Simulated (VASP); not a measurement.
Set up this calculation in VASP 6.6.1, as the native input.

- Task: single point
- Functional: PBE
- Potentials or basis: VASP PAW PBE potentials, release 64 (Cr_pv, N)
- Cutoff: 520 eV
- k mesh: 7 × 6 × 10
- Occupations: fermi-dirac, width 0.05 eV
- Spin: collinear spin, ferromagnetic start
- Starting moments: [3.0, 3.0, 0.0, 0.0, 0.0, 0.0] μB
- Further INCAR settings: ALGO = Normal; EDIFF = 1e-07; NBANDS = 35

The structure of CrN2 lies in POSCAR:

```
CrN2
1.0
    3.9017860000      0.0000000000      0.0000000000
    0.0000000000      4.8095120000      0.0000000000
    0.0000000000      0.0000000000      2.7841700000
Cr N
2 4
Direct
    0.0000000000      0.0000000000      0.0000000000
    0.5000000000      0.5000000000      0.5000000000
    0.8661700000      0.5887750000      0.0000000000
    0.1338300000      0.4112250000      0.0000000000
    0.3661700000      0.9112250000      0.5000000000
    0.6338300000      0.0887750000      0.5000000000
```

The cell comes from a database or a generator and needn't be the stable form of this composition.

These files were run (other wordings do the same):

INCAR

```
ALGO = Normal
EDIFF = 1E-7
ENCUT = 520
GGA = PE
ISIF = 2
ISMEAR = -1
ISPIN = 2
LASPH = T
LCHARG = T
LELF = T
LMAXMIX = 4
LORBIT = 11
LREAL = F
LVHAR = T
LWAVE = F
MAGMOM = 3 3 0 0 0 0
NBANDS = 35
NELM = 120
PREC = Accurate
SIGMA = 0.05
```

KPOINTS

```
k-points
0
Gamma
  7 6 10
```

Potentials or basis: VASP PAW PBE potentials, release 64 (Cr_pv, N).

Launch:

```console
$ cat potpaw_PBE.64/Cr_pv/POTCAR potpaw_PBE.64/N/POTCAR > POTCAR
$ mpirun -np 1 vasp_std > vasp.out
```

It gave:

```yaml
Pressure: -0.6 GPa
Largest_force: 0.095 eV/Å
Band_gap_on_the_k_mesh: none (metal or under the smearing width)
Net_moment: 4.25 μB per cell
Site_moments: Cr +2.23; N -0.09 μB
Valence_electrons_inside_the_program's_atomic_spheres: Cr 10.85; N 3.77
```

Caveat: only a ferromagnetic start was run, and an antiferromagnetic order may lie lower in energy.

Run time: 6.7 min on 1 thread of Intel(R) Xeon(R) Platinum 8488C (Sapphire Rapids), with other jobs on the host, peak memory 0.35 GiB.
